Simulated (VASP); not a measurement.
Input:

```xyz
2
Lattice="1.6109 -2.7901 0.0000 1.6109 2.7901 0.0000 0.0000 0.0000 5.0938" Properties=species:S:1:pos:R:3 pbc="T T T"
Hf     1.6109     0.9300     1.2734
Hf     1.6109    -0.9300     3.8203
```

Calculation: revPBE GGA, VASP's PBE PAW potentials (set 64) (plane waves; VASP). Settings: 520 eV cut-off, Gaussian smearing of 0.050 eV, potentials Hf_pv.

Unless said otherwise, spin-orbit coupling is left out, though it shifts the bands of the heavy elements here.

### Question
Predict the band gap (along the path) with the smallest direct gap where there is one.

### Answer

| Item | Value |
|---|---|
| band gap (along the path) | none (metal, semimetal or under 0.01 eV) |

The compound is Hf in the hcp structure. It was relaxed first.
